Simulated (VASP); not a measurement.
Data:

```xyz
1
Lattice="-1.5446 1.5446 1.5446 1.5446 -1.5446 1.5446 1.5446 1.5446 -1.5446" Properties=species:S:1:pos:R:3 pbc="T T T"
Mo     0.0000     0.0000     0.0000
```

These are TPSS meta-GGA, VASP's PBE PAW potentials (set 64) (plane waves; VASP) values and carry that method's errors. Numerical set-up: 520 eV cut-off, 16×16×16 Γ-centred mesh, first-order Methfessel-Paxton smearing of 0.10 eV, potentials Mo_sv.

Task: Give the stress tensor in GPa (positive for a compressed cell).

Result: 
```
18.87   0.00   0.00
 0.00  18.87   0.00
 0.00   0.00  18.87
```
The pressure is its mean diagonal, 18.87 GPa.

The compound is Mo in the bcc structure. This cell is one point of a volume scan, at 0.94 of the reference volume.
